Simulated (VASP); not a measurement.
These are LDA (Ceperley-Alder, Perdew-Zunger), VASP's LDA PAW potentials (set 64) (plane waves; VASP 6.6.1) values and carry that method's errors.

A VASP calculation is set up with these files.

INCAR:
```
ALGO = Normal
EDIFF = 1E-6
EDIFFG = -0.02
ENCUT = 400
IBRION = 2
ISIF = 3
ISMEAR = 0
LASPH = T
LCHARG = F
LMAXMIX = 4
LREAL = F
LWAVE = F
NELM = 100
NSW = 60
PREC = Accurate
SIGMA = 0.05
SYSTEM = Mg2TeS
```

POSCAR:
```
Mg2TeS
1
    2.1089077321     1.2175784098     6.9301074358
   -2.1089077321     1.2175784098     6.9301074358
    0.0000000000    -2.4351568196     6.9301074358
Mg Te S
2 1 1
Direct
  0.9905006349   0.9905006349   0.9905006349
  0.5102122675   0.5102122675   0.5102122675
  0.1225194443   0.1225194443   0.1225194443
  0.6267406533   0.6267406533   0.6267406533
```

File KPOINTS:
```
kpoints
0
Gamma
6 6 6
```

POTCAR, in this order: Mg Te S (LDA.64 set). Program: vasp_std.

Output of the run:

OSZICAR:
```
       N       E                     dE             d eps       ncg     rms          rms(c)
DAV:   1     0.553536825065E+02    0.55354E+02   -0.49972E+03   768   0.833E+02
DAV:   2    -0.124250299035E+02   -0.67779E+02   -0.62939E+02  1132   0.139E+02
DAV:   3    -0.172162331295E+02   -0.47912E+01   -0.47742E+01   976   0.447E+01
DAV:   4    -0.172932542596E+02   -0.77021E-01   -0.76993E-01  1004   0.702E+00
DAV:   5    -0.172947047646E+02   -0.14505E-02   -0.14505E-02   968   0.933E-01    0.516E+00
DAV:   6    -0.165543148546E+02    0.74039E+00   -0.14296E+00   804   0.610E+00    0.381E+00
DAV:   7    -0.164536616187E+02    0.10065E+00   -0.30569E-01   928   0.289E+00    0.221E+00
DAV:   8    -0.164427837486E+02    0.10878E-01   -0.29717E-02  1072   0.131E+00    0.424E-01
DAV:   9    -0.164426427755E+02    0.14097E-03   -0.47466E-03   892   0.498E-01    0.222E-01
DAV:  10    -0.164425368105E+02    0.10597E-03   -0.54879E-04   996   0.134E-01    0.139E-01
DAV:  11    -0.164425007254E+02    0.36085E-04   -0.21472E-04   956   0.763E-02    0.559E-02
DAV:  12    -0.164424985077E+02    0.22177E-05   -0.38574E-05   976   0.363E-02    0.365E-02
DAV:  13    -0.164424917345E+02    0.67732E-05   -0.27479E-05  1136   0.352E-02    0.720E-03
DAV:  14    -0.164424922021E+02   -0.46761E-06   -0.61090E-06   868   0.149E-02
   1 F= -.16442492E+02 E0= -.16442492E+02  d E =-.164425E+02
       N       E                     dE             d eps       ncg     rms          rms(c)
DAV:   1    -0.164433946154E+02   -0.90288E-03   -0.12023E-02   916   0.656E-01    0.146E-01
DAV:   2    -0.164428652035E+02    0.52941E-03   -0.11984E-03   872   0.211E-01    0.530E-02
DAV:   3    -0.164427906417E+02    0.74562E-04   -0.31775E-04   936   0.998E-02    0.298E-02
DAV:   4    -0.164427864592E+02    0.41825E-05   -0.74772E-06   904   0.187E-02    0.216E-02
DAV:   5    -0.164427820565E+02    0.44027E-05   -0.68651E-06   972   0.140E-02    0.702E-03
DAV:   6    -0.164427819405E+02    0.11593E-06   -0.55034E-07   472   0.491E-03
   2 F= -.16442782E+02 E0= -.16442782E+02  d E =-.289738E-03
       N       E                     dE             d eps       ncg     rms          rms(c)
DAV:   1    -0.164428275462E+02   -0.45490E-04   -0.68527E-04   944   0.156E-01    0.355E-02
DAV:   2    -0.164427968730E+02    0.30673E-04   -0.69448E-05   856   0.505E-02    0.129E-02
DAV:   3    -0.164427926111E+02    0.42620E-05   -0.18305E-05   936   0.240E-02    0.697E-03
DAV:   4    -0.164427923686E+02    0.24245E-06   -0.37270E-07   464   0.449E-03
   3 F= -.16442792E+02 E0= -.16442792E+02  d E =-.300166E-03
       N       E                     dE             d eps       ncg     rms          rms(c)
DAV:   1    -0.164429385010E+02   -0.14589E-03   -0.21271E-03   836   0.292E-01    0.303E-02
DAV:   2    -0.164429041548E+02    0.34346E-04   -0.67231E-05   984   0.599E-02    0.162E-02
DAV:   3    -0.164428884772E+02    0.15678E-04   -0.42130E-05   968   0.381E-02    0.962E-03
DAV:   4    -0.164428883294E+02    0.14784E-06   -0.30410E-06   824   0.119E-02
   4 F= -.16442888E+02 E0= -.16442888E+02  d E =-.959608E-04
```

OUTCAR:
```
------------------------ aborting loop because EDIFF is reached ----------------------------------------
  FORCE on cell =-STRESS in cart. coord.  units (eV):
  Direction    XX          YY          ZZ          XY          YZ          ZX
  --------------------------------------------------------------------------------------
  Total        0.0016626      0.0016626      0.0348000      0.0000000      0.0000000      0.0000000
  in kB        0.0250386      0.0250386      0.5240866      0.0000000      0.0000000      0.0000000
  external PRESSURE =       0.1913879 kB  Pullay stress =       0.0000000 kB
  volume of cell :      106.39
      direct lattice vectors                 reciprocal lattice vectors
     2.104936759  1.215285768  6.931344526     0.237536828  0.137141956  0.048090718
    -2.104936759  1.215285768  6.931344526    -0.237536828  0.137141956  0.048090718
     0.000000000 -2.430571535  6.931344526     0.000000000 -0.274283911  0.048090718
 POSITION                                       TOTAL-FORCE (eV/Angst)
 -----------------------------------------------------------------------------------
      0.00000      0.00000     20.59451        -0.000000     -0.000000     -0.000011
      0.00000      0.00000     10.61416         0.000000      0.000000      0.013449
      0.00000      0.00000      2.54617        -0.000000     -0.000000     -0.013455
      0.00000      0.00000     13.03117         0.000000     -0.000000      0.000017
 -----------------------------------------------------------------------------------
    total drift:                               -0.000000     -0.000001      0.000702
  FREE ENERGIE OF THE ION-ELECTRON SYSTEM (eV)
  ---------------------------------------------------
  free  energy   TOTEN  =       -16.4428883294 eV

  energy  without entropy=      -16.4428883294  energy(sigma->0) =      -16.44288833

 reached required accuracy - stopping structural energy minimisation
```
(Selected blocks of OUTCAR.)

File CONTCAR:
```
Mg2TeS
   1.00000000000000
     2.1049367590124057    1.2152857676280970    6.9313445260484166
    -2.1049367590124057    1.2152857676280970    6.9313445260484166
     0.0000000000000000   -2.4305715352561941    6.9313445260484166
  Mg              Te              S
     2     1     1
Direct
     0.9904045763433093    0.9904045763433093    0.9904045763433093
     0.5104426391368907    0.5104426391368907    0.5104426391368907
     0.1224473453559133    0.1224473453559133    0.1224473453559133
     0.6266784391638910    0.6266784391638910    0.6266784391638910
```

The structure comes from a computed database's Mg2TeS entry (R3m); how it stands against other phases isn't given here. This run relaxes it. Symmetry was kept, so distortions that lower it aren't found. The start is the result of an earlier pass.
